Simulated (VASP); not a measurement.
These are PBEsol GGA, VASP's PBE PAW potentials (set 64) (plane waves; VASP) values and carry that method's errors.

VASP input:

File KPOINTS:
```
Automatic
0
gamma
6 6 6
0 0 0
```

**INCAR**
```
SYSTEM = AgNO3
PREC = Accurate
ENCUT = 400
EDIFF = 1E-6
NELM = 100
ALGO = Normal
LREAL = .FALSE.
LASPH = .TRUE.
ISMEAR = -1
SIGMA = 0.01
GGA = PS
LMAXMIX = 4
LWAVE = .FALSE.
LCHARG = .FALSE.
ISIF = 2
```

**POSCAR**
```
AgNO3
1
    2.5277110000     1.4593750000     2.8085060000
   -2.5277110000     1.4593750000     2.8085060000
    0.0000000000    -2.9187490000     2.8085060000
Ag N O
1 1 3
Direct
  0.9980400000   0.9980400000   0.9980400000
  0.5741100000   0.5741100000   0.5741100000
  0.4348750000   0.4348750000   0.8594800000
  0.8594800000   0.4348750000   0.4348750000
  0.4348750000   0.8594800000   0.4348750000
```

POTCAR, in this order: Ag N O (PBE.64 set). Program: vasp_std.

Question: What will the output report for the number of irreducible k-points (NKPTS), largest plane-wave count, number of space-group operations, FFT grid (NGX, NGY, NGZ)?

Answer: 
```yaml
number of irreducible k-points (NKPTS): 32
largest_plane_wave_count: 1161
number_of_space_group_operations: 6
FFT grid (NGX, NGY, NGZ): 28 × 28 × 28
```

The structure comes from a computed database's AgNO3 entry (R3m); how it stands against other phases isn't given here. The cell was not relaxed at this level.
